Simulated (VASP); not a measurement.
FeSi: band gap by level of theory

```
Fe Si
1.0
     4.55070    0.00000    0.00000
     0.00000    4.55070    0.00000
     0.00000    0.00000    4.55070
Fe Si
4 4
Direct
  0.13652 0.13652 0.13652
  0.36348 0.86348 0.63652
  0.63652 0.36348 0.86348
  0.86348 0.63652 0.36348
  0.84240 0.84240 0.84240
  0.65760 0.15760 0.34240
  0.34240 0.65760 0.15760
  0.15760 0.34240 0.65760
```

```tsv
rung	level	program and potentials	cutoff (eV)	k mesh	smearing	band gap (eV)	notes
LDA	LDA	VASP, LDA PAW files Fe, Si, 520 eV	520	6 × 6 × 6	fermi-dirac 0.01	0.09	from the band path
GGA	PBE	VASP, PBE PAW files Fe, Si, 520 eV	520	6 × 6 × 6	fermi-dirac 0.01	0.13	from the band path
GGA	PBEsol	VASP, PBE PAW files Fe, Si, 520 eV	520	6 × 6 × 6	fermi-dirac 0.01	0.11	potentials made for PBE; from the band path
meta-GGA	r2SCAN	VASP, PBE PAW files Fe, Si, 520 eV	520	6 × 6 × 6	fermi-dirac 0.01	0.29	potentials made for PBE
model potential	TB-mBJ	VASP, PBE PAW files Fe, Si, 520 eV	520	6 × 6 × 6	fermi-dirac 0.01	0.34	potentials made for PBE; from the band path
```

Task: band structure. All rows: no spin polarisation. Gaps are the least found on the k mesh or the band path, and a mesh can miss the band edges. Smearing widths are in eV. The cell comes from a database and isn't always the measured one. All levels ran on this one cell, unrelaxed unless noted. Meshes are those of the run's cell of 8 atoms unless a note names another. Runs on faulty files, with rough fits or with known faults for this quantity aren't shown. No row holds spin-orbit coupling.

By rung: LDA 0.09; GGA 0.11 to 0.13; meta-GGA 0.29; model potential 0.34 (eV).
